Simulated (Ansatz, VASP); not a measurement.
## AlHNF (F-AlN-H chair, 1 layer) in two plane-wave programs

Wanted: the spread between two codes on one cell, functional and k mesh. Of the first pair: The structure shown is the start of the Ansatz relaxation below; VASP solves that cell, so the two are compared at the walk's first step.

Method: plane waves, with VASP 6.6.1 beside it; PBE, in Ansatz 0.2.0.

## (1) The starting structure

The cell holds 4 atoms: 1 H, 1 N, 1 Al and 1 F. Cell: a = 3.168 Å, b = 3.168 Å, c = 18.440 Å, α = 90.0°, β = 90.0°, γ = 120.0°. Vacuum lies along c.

## (2) Ansatz: relaxation, PBE

Ansatz runs on its default PAW (the set named soft_2) files.

The two programs are compared at the cell with which this relaxation starts, whose forces are those of its first step.

Contents of input.yaml:

```yaml
crystal:
  lattice:
    - [3.168, 0.0, 0.0]
    - [-1.584, 2.7435684792, 0.0]
    - [0.0, 0.0, 18.44]
  atoms:
    - { symbol: H, position: [0.6666666667, 0.3333333333, 0.4067245119] }
    - { symbol: "N", position: [0.6666666667, 0.3333333333, 0.4620390456] }
    - { symbol: Al, position: [0.3333333333, 0.6666666667, 0.4967462039] }
    - { symbol: F, position: [0.3333333333, 0.6666666667, 0.5932754881] }
kpoints:
  mp_grid: { grid: [12, 12, 1] }
hamiltonian:
  xc: pbe
scf:
  occupations: { method: fermi_dirac, width: 0.05 }
  convergence: { dr2_threshold: 1.0e-08 }
efield:
  axis: 3
  dipole_correction: true
  ramp_position: 0.97
  ramp_width: 0.04
relax:
  f_tol: 0.01
  cell: { fix: [c, alpha, beta] }
output:
  write_potential: true
  write_density: true
  volumetric_format: npy
```

Started as:

```console
$ ansatz run input.yaml --threads 2 --pin off --max-ram 4096MiB --backend cpu --events-out ev --progress --plain --runs-dir out
```

Numbers of over 12 decimals in the logs are rounded to 6 here.

The log of the run:

```text
Warning: relax.cell: scf.convergence.dr2_threshold = 1e-8 eV is looser than the 4e-10 eV advised for a relaxation that steers and ends on the stress (1e-10 eV for each atom of the cell: 4). What an SCF threshold leaves in a stress goes as its square root, and in the free energy as the threshold itself, and one threshold admits the most on a small cell: [figures from the program's tests cut] Set scf.convergence.dr2_threshold to 4e-10 eV or tighter. The threshold is an SCF's pass mark: one that does not reach it within its budget of iterations ends unconverged, or closes short of it on a stop that the run arms, and scf.convergence.dr2_threshold's page says what that costs each kind of run
Engine: ansatz 0.2.0, aarch64-unknown-linux-gnu
Pseudopotentials: kind: paw
Pseudopotential: H, paw, valence charge 1, recommended cutoff 420 eV (normal), H.paw.azcp
Pseudopotential: N, paw, valence charge 5, recommended cutoff 420 eV (normal), N.paw.azcp
Pseudopotential: Al, paw, valence charge 3, recommended cutoff 420 eV (normal), Al.paw.azcp
Pseudopotential: F, paw, valence charge 7, recommended cutoff 420 eV (normal), F.paw.azcp
Functional definition: PBE
  parameter kappa = 0.804
  parameter beta = 0.066725
  exchange = pbe_x(kappa = kappa, mu = beta*pi^2/3)
  correlation = pbe_c(beta = beta)
Crystal: 4 atoms, lattice volume = 160.274 Å³
Basis set: ecut = 420 eV, 3133 PW (Γ), exchange–correlation on 48×48×250 points (8 copies of the dense FFT grid, shifted against one another)
Bands: 12, of which v1, the nominal top of the filled ones, is band 8 counted from 1 (7 counted from 0)
Symmetry: 6 space group operations
Space group: P3m1 (ITA 156), of the structure as read, at distance tolerance 5.4e-5 Å
k-points: 19 of 144 (time reversal used)
Non-local potential: H, projectors of the file, l = 0: 2, l = 1: 1
Non-local potential: N, projectors of the file, l = 0: 2, l = 1: 2, l = 2: 1
Non-local potential: Al, projectors of the file, l = 0: 2, l = 1: 2, l = 2: 1
Non-local potential: F, projectors of the file, l = 0: 2, l = 1: 2, l = 2: 1
PAW form: soft (Blöchl's): semilocal exchange-correlation on the pseudo side does not see the compensation charge
PAW one-centre angular grid: H, 110 points (default); XC on 64 Gauss nodes
PAW one-centre angular grid: N, 110 points (default); XC on 64 Gauss nodes
PAW one-centre angular grid: Al, 110 points (default); XC on 64 Gauss nodes
PAW one-centre angular grid: F, 110 points (default); XC on 64 Gauss nodes
Initial density: superposition of atomic densities (neutral atoms: chi_scale 0, normalization atom), corrected by the library's trained network
Initial wavefunctions: pseudopotential atomic-orbital guess
Functional: x = pbe(κ = 0.804, μ = 0.219515), c = pbe(β = 0.066725)
SCF iter   1: F=—  HF=-1748.918279 eV  |F-HF|=—  |Δ(HF+E_count)|=         —  Δρ=2.02e-3  dr2=1.45e-2  ethr=1.77e-3  p=-0.368 e·Å  D=-4.16e-1 V/Å  ΔV_dip=7.66 eV  dr2_dipole=4.37e-3  V_vac-E_F(+/−)=10.03/2.36 eV  ⟨swp⟩=8.9  Hψ=1915  notcnv=0
efield: sawtooth ramp at fractional position 0.9700 (set: `efield.ramp_position`, or a place that a band, a saddle search or an elastic batch's reference lends), width 0.0400; the density the first Hamiltonian is built on has a dipole p = -0.368 e·Å; the dipole correction subtracts the counter field D = -4.16e-1 V/Å, which shifts the + side's vacuum level by +7.66 eV against the − side's; the planar-averaged density in the ramp window peaks in size at 1.2e-5 e/Å³
preconditioner: auto → none  [insulator: Δε(μ)=2.079 eV  Ē_g=12.606 eV  σ=0.050 eV  W_gap=1.00  n_scr=10 (ndim 8)  ℏωp=11.7 eV  f_vac=0.684  D(μ)=0.00/eV (n_scr^D=0)  ε∞_Penn≈1.9]
SCF iter   2: F=—  HF=-1748.921090 eV  |F-HF|=—  |Δ(HF+E_count)|=   2.81e-3  Δρ=2.88e-3  dr2=1.54e-2  ethr=9.07e-5  p=-0.412 e·Å  D=-4.65e-1 V/Å  ΔV_dip=8.58 eV  dr2_dipole=1.19e-3  V_vac-E_F(+/−)=10.38/1.80 eV  ⟨swp⟩=3.3  Hψ=607  notcnv=0
SCF iter   3: F=—  HF=-1748.918404 eV  |F-HF|=—  |Δ(HF+E_count)|=   2.69e-3  Δρ=8.03e-4  dr2=1.19e-3  ethr=9.07e-5  p=-0.398 e·Å  D=-4.49e-1 V/Å  ΔV_dip=8.28 eV  dr2_dipole=1.77e-4  V_vac-E_F(+/−)=10.25/1.97 eV  ⟨swp⟩=2.6  Hψ=436  notcnv=0
SCF iter   4: F=—  HF=-1748.919012 eV  |F-HF|=—  |Δ(HF+E_count)|=   6.08e-4  Δρ=2.80e-4  dr2=1.35e-4  ethr=7.42e-6  p=-0.405 e·Å  D=-4.58e-1 V/Å  ΔV_dip=8.44 eV  dr2_dipole=1.02e-5  V_vac-E_F(+/−)=10.29/1.86 eV  ⟨swp⟩=2.4  Hψ=532  notcnv=0
SCF iter   5: F=—  HF=-1748.919134 eV  |F-HF|=—  |Δ(HF+E_count)|=   1.22e-4  Δρ=7.68e-5  dr2=6.95e-6  ethr=8.44e-7  p=-0.408 e·Å  D=-4.60e-1 V/Å  ΔV_dip=8.49 eV  dr2_dipole=2.60e-8  V_vac-E_F(+/−)=10.32/1.83 eV  ⟨swp⟩=2.5  Hψ=456  notcnv=0
[...]
SCF iter   2: F=—  HF=-1749.196872 eV  |F-HF|=—  |Δ(HF+E_count)|=   2.49e-4  Δρ=4.47e-5  dr2=5.90e-6  ethr=1.13e-7  p=-0.350 e·Å  D=-3.95e-1 V/Å  ΔV_dip=7.29 eV  dr2_dipole=9.31e-7  V_vac-E_F(+/−)=9.79/2.51 eV  ⟨swp⟩=2.1  Hψ=345  notcnv=0
SCF iter   3: F=—  HF=-1749.196815 eV  |F-HF|=—  |Δ(HF+E_count)|=   5.65e-5  Δρ=2.42e-5  dr2=5.74e-7  ethr=3.69e-8  p=-0.350 e·Å  D=-3.96e-1 V/Å  ΔV_dip=7.30 eV  dr2_dipole=3.30e-8  V_vac-E_F(+/−)=9.80/2.50 eV  ⟨swp⟩=2.0  Hψ=340  notcnv=0
SCF iter   4: F=—  HF=-1749.196815 eV  |F-HF|=—  |Δ(HF+E_count)|=   1.22e-8  Δρ=1.34e-5  dr2=1.95e-7  ethr=3.59e-9  p=-0.350 e·Å  D=-3.96e-1 V/Å  ΔV_dip=7.30 eV  dr2_dipole=2.43e-9  V_vac-E_F(+/−)=9.80/2.50 eV  ⟨swp⟩=2.9  Hψ=430  notcnv=0
SCF iter   5: F=-1749.196815 eV  HF=-1749.196815 eV  |F-HF|=2.27e-9  |Δ(HF+E_count)|=   1.97e-8  Δρ=3.35e-6  dr2=7.61e-9  ethr=6.25e-11  p=-0.350 e·Å  D=-3.96e-1 V/Å  ΔV_dip=7.30 eV  dr2_dipole=3.76e-10  V_vac-E_F(+/−)=9.80/2.50 eV  ⟨swp⟩=8.3  Hψ=1658  notcnv=0
SCF 5 converged in 5 iterations: F = -1749.196815 eV  dr2 = 7.61e-9
relax step   5: F+E_penalty+E_count = -1749.19681505 eV  Δ(F+E_penalty+E_count) = -6.369e-5 eV  max|allowed force component| = 5.289e-3 eV/Å  Δτ_max = 0.0010 Å  P = -0.004 GPa  Ω = 160.127 Å³  energy of the carried Pulay correction = +1.490e-4 eV  fix = [c, alpha, beta]  reactions: c +0.022 GPa  (5 SCF iters, accepted)
Initial wavefunctions: pseudopotential atomic-orbital guess (no wavefunctions were taken with the density)
iter 1 solved again at ethr=2.74e-7 eV; its pass at ethr=3.10e-3 eV (dr2=4.38e-5 eV) is discarded
SCF iter   1: F=—  HF=-1749.196943 eV  |F-HF|=—  |Δ(HF+E_count)|=         —  Δρ=1.22e-5  dr2=1.14e-7  ethr=2.74e-7  p=-0.350 e·Å  D=-3.96e-1 V/Å  ΔV_dip=7.30 eV  dr2_dipole=4.51e-9  V_vac-E_F(+/−)=9.80/2.50 eV  ⟨swp⟩=3.8  Hψ=2591  notcnv=0
efield: sawtooth ramp at fractional position 0.9700 (set: `efield.ramp_position`, or a place that a band, a saddle search or an elastic batch's reference lends), width 0.0400; the density the first Hamiltonian is built on has a dipole p = -0.350 e·Å; the dipole correction subtracts the counter field D = -3.96e-1 V/Å, which shifts the + side's vacuum level by +7.30 eV against the − side's; the planar-averaged density in the ramp window peaks in size at 2.6e-6 e/Å³
preconditioner: auto → none  [insulator: Δε(μ)=3.075 eV  Ē_g=13.007 eV  σ=0.050 eV  W_gap=1.00  n_scr=10 (ndim 8)  ℏωp=11.7 eV  f_vac=0.695  D(μ)=0.00/eV (n_scr^D=0)  ε∞_Penn≈1.8]
SCF iter   2: F=—  HF=-1749.196644 eV  |F-HF|=—  |Δ(HF+E_count)|=   2.99e-4  Δρ=1.15e-5  dr2=1.34e-7  ethr=7.12e-10  p=-0.350 e·Å  D=-3.96e-1 V/Å  ΔV_dip=7.30 eV  dr2_dipole=6.30e-9  V_vac-E_F(+/−)=9.80/2.50 eV  ⟨swp⟩=3.1  Hψ=514  notcnv=0
SCF iter   3: F=—  HF=-1749.196644 eV  |F-HF|=—  |Δ(HF+E_count)|=   3.24e-8  Δρ=4.27e-6  dr2=1.05e-8  ethr=7.12e-10  p=-0.350 e·Å  D=-3.96e-1 V/Å  ΔV_dip=7.30 eV  dr2_dipole=1.39e-11  V_vac-E_F(+/−)=9.80/2.50 eV  ⟨swp⟩=2.0  Hψ=302  notcnv=0
SCF iter   4: F=-1749.196644 eV  HF=-1749.196644 eV  |F-HF|=1.08e-9  |Δ(HF+E_count)|=   1.02e-9  Δρ=2.85e-6  dr2=4.63e-9  ethr=6.25e-11  p=-0.350 e·Å  D=-3.96e-1 V/Å  ΔV_dip=7.30 eV  dr2_dipole=1.95e-10  V_vac-E_F(+/−)=9.80/2.50 eV  ⟨swp⟩=11.6  Hψ=1722  notcnv=0
SCF 6 converged in 4 iterations: F = -1749.196644 eV  dr2 = 4.63e-9
relax step   6: F+E_penalty+E_count = -1749.19664440 eV  Δ(F+E_penalty+E_count) = +1.707e-4 eV  max|allowed force component| = 5.102e-3 eV/Å  Δτ_max = 0.0000 Å  P = -0.012 GPa  Ω = 160.127 Å³  fix = [c, alpha, beta]  reactions: c -0.005 GPa  stress off target by 1.60e-2 GPa on what of the cell is left free  SCF on the basis re-selected at this cell (its energy is not comparable with the rows above)  (4 SCF iters)
basis re-selected at this cell: Δ(F+E_penalty+E_count) = +1.707e-4 eV, ΔP = -0.008 GPa vs the last step (what re-selecting the basis moved, of the pressure what is left beyond the Pulay correction that the steps carried, after the strain that the cell walked since its last selection, with what the two solves' SCF thresholds leave and, on support functions, any second-order correction that the steps lacked; it is no m [...]
WARN: The output density's exchange-correlation potential varies sharply where the density is thin. Do not read a vacuum level from v_tot or v_xc, or from such a field of the output density. On a cell that repeats whose density bears no net charge and no dipole along the vacuum's axis use v_es (v_loc + v_h of the components); under efield.dipole_correction with no amplitude use v_es + v_field, which holds any externa [...]
SCF converged after 4 iterations
Free energy (F): -1749.196644 eV
Harris-Foulkes:  -1749.196644 eV  (|F-HF|=1.08e-9)
Internal energy: -1749.196644 eV  (E = F + TS)
E sigma→0 (E₀):  -1749.196644 eV
Fermi energy:    -3.550472 eV
Dipole field:    D = -0.395656 V/Å  (p = -0.350122 e·Å, saw-weighted, corrected)
Work function:   Φ+ = 9.7977 eV   Φ− = 2.5020 eV
Levels:          The Fermi level and band energies are counted from a zero that moves with the ramp; work functions are not
--- Per-component energies (eV) ---
  E_band       = -174.657546
  E_kinetic    = 377.949506
  E_local      = -5830.663846  (includes V_loc(G=0)·N_el)
  E_nonlocal   = 130.248859
  E_hartree    = 2727.005155
  E_xc         = -189.296212
  E_vxc        = -219.958331  (∫ρ·V_xc dr)
  E_paw        = -796.224006  (= ΣΔE_a)
  E_vpaw       = -90.028875  (= ΣTr[D̂ρ^β])
  E_aug_tail   = 0.000873  (compensation charges beyond the density's cutoff)
  E_efield     = 0.069264  (sawtooth field / dipole correction)
  E_vefield    = 3.783413  (∫n·V_field dr)
  E_ewald      = 1831.713763
  E_smearing   = -0.000000  (= −TS)
  E_closure    = -0.000000  (closes the sum)
  Σ components = -1749.196644   (vs F -1749.196644, Δ=0.00e0)
--- Forces (eV/Å), atoms counted from 1 ---
  atom   1  H     -0.00000000    -0.00000000     0.00165574
  atom   2  N      0.00000000     0.00000000     0.00322738
  atom   3  Al     0.00000000    -0.00000000    -0.00505657
  atom   4  F      0.00000000     0.00000000     0.00035503
  max |Σ_I F_I| component: 1.82e-4 eV/Å
--- Stress (GPa, compression-positive) ---
       -0.015977       0.000000      -0.000000
        0.000000      -0.015977       0.000000
       -0.000000       0.000000      -0.004718
  P = ⅓ Tr σ = -0.0122 GPa (-0.122 kbar)
--- Band table (eV; the first three rows and the last of 19) ---
  k-point 0: bands = [... 4 lower, -5.6190, -5.6190, -5.1566, -5.1566, -2.0818, -0.3994, 0.8448, 2.3634]
  k-point 1: bands = [... 4 lower, -5.9210, -5.6898, -5.2733, -5.1626, -1.9037, -0.2224, 1.0856, 2.5393]
  k-point 2: bands = [... 4 lower, -6.4828, -5.8668, -5.5103, -5.1874, -1.4600, 0.2412, 1.6729, 2.8261]
  k-point 18: bands = [... 4 lower, -8.4523, -6.5799, -5.9451, -5.8732, 3.1327, 3.1811, 3.1811, 4.2062]
--- Relaxed structure (5 steps of the walk, 5 accepted, 1 SCFs on fresh bases) ---
  F+E_penalty+E_count = -1749.19664440 eV   max|allowed force component| = 5.102e-3 eV/Å   (the final SCF, on the basis selected at the relaxed cell)
  cell:  # Å, volume = 160.1266 Å³
    - [3.166547, 0.0, 0]
    - [-1.583273, 2.742310, 0]
    - [0, 0, 18.44]
  atoms:
    - { symbol: H, position: [0.666667, 0.333333, 0.407894] }
    - { symbol: N, position: [0.666667, 0.333333, 0.463622] }
    - { symbol: Al, position: [0.333333, 0.666667, 0.499327] }
    - { symbol: F, position: [0.333333, 0.666667, 0.587942] }
```

The column dr2 measures how far the density is from self-consistency, as an energy; F and HF (Harris–Foulkes) agree once it is small.

(Continued in part 2 of 2.)

[Lines on the potential files, build, host, timing and source positions are cut from VASP's logs without a mark.]

[Logs are printed without paths, hosts, clocks, repeated set-up lines and the standing remarks that a program may print on its own settings, such as how far it seeks lower states.]

[Hosts, paths, dates, database ids (printed as entryN), source tags and the programs' standing remarks are cut or masked in the printed files.]
